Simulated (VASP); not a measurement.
TlSn, 2 atoms in the cell. It takes space group P4/mmm (No. 123, tetragonal). The conventional cell has a = 3.674 Å, b = 3.674 Å, c = 4.447 Å, α = 90.00°, β = 90.00°, γ = 90.00°. Tl (site symmetry 4/mmm) is surrounded by 8 Sn at 3.42 Å and 4 Tl at 3.67 Å. Sn (site symmetry 4/mmm) is surrounded by 8 Tl at 3.42 Å and 4 Sn at 3.67 Å. 

| Item | Value |
| --- | --- |
| Program | VASP 6.6.1 |
| Task | single point |
| Functional | PBEsol |
| Potentials or basis | VASP PAW PBE potentials, release 64 (Tl_d, Sn_d) |
| Cutoff | 520 eV |
| k mesh | 6 × 6 × 5 |
| Occupations | gaussian, width 0.05 eV |
| Spin | no spin polarisation |
| Dipole correction | no |
| Further INCAR settings | ALGO = Normal; EDIFF = 1e-06; NBANDS = 20 |

Potentials or basis: VASP PAW PBE potentials, release 64 (Tl_d, Sn_d).

Launch:

```sh
$ cat potpaw_PBE.64/Tl_d/POTCAR potpaw_PBE.64/Sn_d/POTCAR > POTCAR
$ mpirun -np 1 vasp_std > vasp.out
```

Hardware: 1 thread of AMD EPYC 9R45 (Zen 5) (shared host).

Question: How long does it take, and how much memory?

Answer: Run time: 14 s on 1 thread of AMD EPYC 9R45 (Zen 5), with other jobs on the host, peak memory 0.16 GiB. Counts: scf iterations 11, k points 30.
